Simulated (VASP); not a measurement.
The input files of a VASP run:

INCAR:
```
ALGO  =  Normal
EDIFF  =  1E-7
ENCUT  =  520
GGA  =  PE
ISIF  =  2
ISMEAR  =  -5
IVDW  =  12
LASPH  =  T
LCHARG  =  T
LEFG  =  T
LMAXMIX  =  4
LORBIT  =  11
LREAL  =  F
LWAVE  =  F
NEDOS  =  601
NELM  =  100
PREC  =  Accurate
SYSTEM  =  CdI2
```

**KPOINTS**
```
Regular mesh
0
G
7 7 4
```

**POSCAR**
```
CdI2
4.2411890
  0.4999999208  -0.8660253345   0.0000000000
  0.4999999208   0.8660253345   0.0000000000
  0.0000000000   0.0000000000   1.6244207230
Cd I
1 2
Cartesian
  0.0000000000   0.0000000000   1.6244207230
  0.4999999208   0.2886756888   0.4090762110
  0.4999999208  -0.2886756888   1.2153445120
```

POTCAR, in this order: Cd I (PBE.64 set). Program: vasp_std.

Q: Translate this PBE-D3(BJ) calculation to Quantum ESPRESSO's pw.x.

A: One equivalent input (not run):
```
&CONTROL
  calculation = 'scf'
  pseudo_dir = './pseudo'
  outdir = './out'
  tprnfor = .true.
  tstress = .true.
/
&SYSTEM
  ibrav = 0
  nat = 3
  ntyp = 2
  ecutwfc = 102
  occupations = 'tetrahedra'
  input_dft = 'pbe'
  vdw_corr = 'grimme-d3'
  dftd3_version = 4
  dftd3_threebody = .false.
/
&ELECTRONS
  conv_thr = 7.3e-09
  electron_maxstep = 100
/
ATOMIC_SPECIES
  Cd 112.414 Cd.upf
  I 126.904 I.upf
CELL_PARAMETERS angstrom
     2.1205942   -3.6729771    0.0000000
     2.1205942    3.6729771   -0.0000000
    -0.0000000    0.0000000    6.8894753
ATOMIC_POSITIONS crystal
  Cd   0.0000000  0.0000000  1.0000000
  I    0.3333330  0.6666670  0.2518290
  I    0.6666670  0.3333330  0.7481710
K_POINTS automatic
  7 7 4 0 0 0
```
The two are equivalent in intent, not identical: the potentials are each code's own (VASP's PAW set, PseudoDojo norm-conserving files in pw.x), so ENCUT and ecutwfc are chosen apart and not converted; conv_thr bounds pw.x's estimated SCF error, while EDIFF bounds the energy change between steps; the field gradients of LEFG aren't asked of the other code.

The compound is CdI2 in the 1T layered structure. It was relaxed first.
